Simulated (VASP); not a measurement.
Calculation: SCAN meta-GGA with spin-orbit coupling, VASP's PBE PAW potentials (set 64) (plane waves; VASP).

Input for VASP

### INCAR
```
SYSTEM = YbO
PREC = Accurate
ENCUT = 520
EDIFF = 1E-6
NELM = 100
ALGO = Normal
LREAL = .FALSE.
LASPH = .TRUE.
ISMEAR = 0
SIGMA = 0.05
METAGGA = SCAN
LMIXTAU = .TRUE.
LMAXMIX = 6
LWAVE = .FALSE.
LCHARG = .FALSE.
LSORBIT = .TRUE.
MAGMOM = 0 0 0 0 0 0
GGA_COMPAT = .FALSE.
```

**KPOINTS**
```
Automatic mesh
0
Gamma
9 9 9
0 0 0
```

**POSCAR**
```
YbO
1
    0.0000000000     2.3264337853     2.3264337853
    2.3264337853     0.0000000000     2.3264337853
    2.3264337853     2.3264337853     0.0000000000
Yb O
1 1
Direct
  0.0000000000   0.0000000000   0.0000000000
  0.5000000000   0.5000000000   0.5000000000
```

**KPOINTS_OPT**
```
k-points along high-symmetry lines
8
Line-mode
Reciprocal
  0.000000   0.000000   0.000000 ! GAMMA
  0.500000   0.000000   0.500000 ! X

  0.500000   0.000000   0.500000 ! X
  0.625000   0.250000   0.625000 ! U

  0.375000   0.375000   0.750000 ! K
  0.000000   0.000000   0.000000 ! GAMMA

  0.000000   0.000000   0.000000 ! GAMMA
  0.500000   0.500000   0.500000 ! L

  0.500000   0.500000   0.500000 ! L
  0.500000   0.250000   0.750000 ! W

  0.500000   0.250000   0.750000 ! W
  0.500000   0.000000   0.500000 ! X
```

POTCAR, in this order: Yb_2 O (PBE.64 set). Program: vasp_ncl.

The resulting files:

**OSZICAR**
```
       N       E                     dE             d eps       ncg     rms          rms(c)
DAV:   1     0.245455466120E+02    0.24546E+02   -0.71683E+03  1684   0.135E+03
DAV:   2    -0.632611704087E+02   -0.87807E+02   -0.84081E+02  1866   0.333E+02
DAV:   3    -0.679410829648E+02   -0.46799E+01   -0.46632E+01  1938   0.668E+01
DAV:   4    -0.679755223510E+02   -0.34439E-01   -0.34434E-01  1654   0.621E+00
DAV:   5    -0.679757065267E+02   -0.18418E-03   -0.18417E-03  1800   0.460E-01    0.219E+01
DAV:   6    -0.645110787303E+02    0.34646E+01   -0.66803E+00  1732   0.306E+01    0.175E+01
DAV:   7    -0.646567558945E+02   -0.14568E+00   -0.10666E+00  1612   0.116E+01    0.105E+01
DAV:   8    -0.637998928454E+02    0.85686E+00   -0.10054E+00  1558   0.136E+01    0.493E+00
DAV:   9    -0.646030256660E+02   -0.80313E+00   -0.32773E-01  1540   0.860E+00    0.164E+00
DAV:  10    -0.645397258110E+02    0.63300E-01   -0.92521E-02  1720   0.333E+00    0.455E-01
DAV:  11    -0.645544908532E+02   -0.14765E-01   -0.12610E-02  1546   0.142E+00    0.772E-01
DAV:  12    -0.645338617716E+02    0.20629E-01   -0.33659E-02  1540   0.196E+00    0.101E-01
DAV:  13    -0.645345730120E+02   -0.71124E-03   -0.26052E-03  1702   0.594E-01    0.109E-01
DAV:  14    -0.645346068920E+02   -0.33880E-04   -0.20205E-04  1558   0.175E-01    0.508E-02
DAV:  15    -0.645346247227E+02   -0.17831E-04   -0.17795E-04  1750   0.122E-01    0.283E-02
DAV:  16    -0.645346438756E+02   -0.19153E-04   -0.23182E-05  1540   0.578E-02    0.347E-03
DAV:  17    -0.645346384396E+02    0.54360E-05   -0.59482E-07  1152   0.100E-02    0.170E-03
DAV:  18    -0.645346357325E+02    0.27070E-05   -0.94129E-08   770   0.400E-03    0.109E-03
DAV:  19    -0.645346357908E+02   -0.58215E-07   -0.37022E-08   770   0.304E-03
   1 F= -.64534636E+02 E0= -.64534636E+02  d E =-.333693E-11  mag=    -0.0000     0.0000     0.0000
       N       E                     dE             ncg
       N       E                     dE             ncg
```

### OUTCAR
```
------------------------ aborting loop because EDIFF is reached ----------------------------------------
  FORCE on cell =-STRESS in cart. coord.  units (eV):
  Direction    XX          YY          ZZ          XY          YZ          ZX
  --------------------------------------------------------------------------------------
  Total        0.0307712      0.0307712      0.0307712      0.0000000      0.0000000      0.0000000
  in kB        1.9577318      1.9577318      1.9577318      0.0000000      0.0000000      0.0000000
  external PRESSURE =       1.9577318 kB  Pullay stress =       0.0000000 kB
  volume of cell :       25.18
      direct lattice vectors                 reciprocal lattice vectors
     0.000000000  2.326433785  2.326433785    -0.214921225  0.214921225  0.214921225
     2.326433785  0.000000000  2.326433785     0.214921225 -0.214921225  0.214921225
     2.326433785  2.326433785  0.000000000     0.214921225  0.214921225 -0.214921225
 POSITION                                       TOTAL-FORCE (eV/Angst)
 -----------------------------------------------------------------------------------
      0.00000      0.00000      0.00000         0.000000     -0.000000     -0.000000
      2.32643      2.32643      2.32643         0.000000      0.000000      0.000000
 -----------------------------------------------------------------------------------
    total drift:                               -0.000000     -0.000000     -0.000000
  FREE ENERGIE OF THE ION-ELECTRON SYSTEM (eV)
  ---------------------------------------------------
  free  energy   TOTEN  =       -64.5346357908 eV

  energy  without entropy=      -64.5346357908  energy(sigma->0) =      -64.53463579

 Ion:    1  E_soc:     -0.5524770

 Ion:    2  E_soc:     -0.0006173
```
(Selected blocks of OUTCAR.)

File OUTCAR:
```
 val. band max:        0.8535130508   @ k =   0.0000   0.0000   0.0000

 cond. band min:       4.6641522464   @ k =   0.4444   0.4444   0.0000


 Fermi energy:         1.0594413862

 k-point     1 :       0.0000    0.0000    0.0000
  band No.  band energies     occupation
      1     -21.0200      1.00000
      2     -21.0200      1.00000
      3     -16.2299      1.00000
      4     -16.2299      1.00000
      5     -15.4789      1.00000
      6     -15.4789      1.00000
      7     -15.4789      1.00000
      8     -15.4789      1.00000
      9       0.6852      1.00000
     10       0.6852      1.00000
     11       0.8535      1.00000
     12       0.8535      1.00000
     13       0.8535      1.00000
     14       0.8535      1.00000
     15       6.1419      0.00000
     16       6.1419      0.00000
     17       8.3790      0.00000
     18       8.3790      0.00000
     19       8.3790      0.00000
     20       8.3790      0.00000
     21       8.5816      0.00000
     22       8.5816      0.00000

 k-point     2 :       0.1111    0.0000    0.0000
  band No.  band energies     occupation
      1     -21.0972      1.00000
      2     -21.0972      1.00000
      3     -16.7103      1.00000
      4     -16.7103      1.00000
      5     -15.4920      1.00000
      6     -15.4920      1.00000
      7     -14.9291      1.00000
      8     -14.9291      1.00000
      9       0.2168      1.00000
     10       0.2168      1.00000
     11       0.5146      1.00000
     12       0.5146      1.00000
     13       0.5953      1.00000
     14       0.5953      1.00000
     15       6.9007      0.00000
     16       6.9007      0.00000
     17       8.3092      0.00000
     18       8.3092      0.00000
     19       8.7178      0.00000
     20       8.7178      0.00000
     21       8.8687      0.00000
     22       8.8687      0.00000

 k-point     3 :       0.2222    0.0000    0.0000
  band No.  band energies     occupation
      1     -21.2959      1.00000
...
```

The 4f electrons are frozen in the core of the lanthanide potential, so 4f levels, which can set the real gap, and their magnetism are missing.

The structure comes from a measured YbO entry (Fm-3m) of the Crystallography Open Database, whose conditions weren't checked. It was relaxed first, which changed the volume by -12 %.
